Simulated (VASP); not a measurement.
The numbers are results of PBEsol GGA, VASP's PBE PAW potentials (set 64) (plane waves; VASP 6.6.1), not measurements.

The input files of a VASP run:

**KPOINTS**
```
Automatic mesh
0
Gamma
7 7 7
0 0 0
```

**POSCAR**
```
LiCl
2.5949290
  0.0000000000   1.0000000000   1.0000000000
  1.0000000000   0.0000000000   1.0000000000
  1.0000000000   1.0000000000   0.0000000000
Li Cl
1 1
Cartesian
  0.0000000000   0.0000000000   0.0000000000
  1.0000000000   1.0000000000   1.0000000000
```

INCAR:
```
ALGO  =  Normal
EDIFF  =  1E-6
ENCUT  =  400
GGA  =  PS
ISIF  =  2
ISMEAR  =  -1
LASPH  =  .True.
LCHARG  =  .False.
LREAL  =  .False.
LWAVE  =  .False.
NELM  =  100
PREC  =  Accurate
SIGMA  =  0.01
SYSTEM  =  LiCl
```

POTCAR, in this order: Li_sv Cl (PBE.64 set). Program: vasp_std.

At this cut-off the stress carries a Pulay error, which pulls relaxed volumes low.

Estimate the energy per atom (σ→0), pressure, band gap (on the k-mesh).

* **energy per atom (σ→0)**: -3.835 eV/atom
* **band gap (on the k-mesh)**: 6.08 eV
* **pressure**: -3.05 GPa

### OSZICAR
```
...
DAV:   6    -0.766317921813E+01    0.66971E-01   -0.14517E-01   391   0.215E+00    0.151E+00
DAV:   7    -0.766623863647E+01   -0.30594E-02   -0.43204E-02   533   0.135E+00    0.761E-01
DAV:   8    -0.766906741060E+01   -0.28288E-02   -0.62270E-03   420   0.680E-01    0.120E-01
DAV:   9    -0.766907354364E+01   -0.61330E-05   -0.23954E-04   480   0.132E-01    0.428E-02
DAV:  10    -0.766913003492E+01   -0.56491E-04   -0.63541E-05   386   0.701E-02    0.289E-02
DAV:  11    -0.766912301237E+01    0.70226E-05   -0.10161E-05   454   0.265E-02    0.369E-03
DAV:  12    -0.766912226462E+01    0.74775E-06   -0.24194E-07   223   0.509E-03
   1 F= -.76691223E+01 E0= -.76691223E+01  d E =-.399311E-12
```

The structure is a typed LiCl crystal (Fm-3m). The cell was not relaxed at this level. The run is one of a series of settings (GGA = PS against the base run), some of them coarse on purpose.
